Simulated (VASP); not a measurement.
Input:

```
CELL_PARAMETERS angstrom
      0.00000     2.83552     2.83552
      2.83552     0.00000     2.83552
      2.83552     2.83552     0.00000
ATOMIC_POSITIONS crystal
  Be 0.00000 0.00000 0.00000
  Te 0.25000 0.25000 0.25000
```

Level of theory: optB88-vdW, VASP's PBE PAW potentials (set 64) (plane waves; VASP). Settings: 520 eV cut-off, Gaussian smearing of 0.050 eV, potentials Be Te.

Unless said otherwise, spin-orbit coupling is left out, though it shifts the bands of the heavy elements here.

Question: Predict the band gap (along the path) with the smallest direct gap where there is one.

Answer: 
| Item | Result |
|---|---|
| band gap (along the path) | 2.12 eV |
| smallest direct gap (along the path) | 3.71 eV |

The absolute energy has meaning only against runs of the same code, potentials and settings.

The compound is BeTe in the zinc blende structure. It was relaxed first.
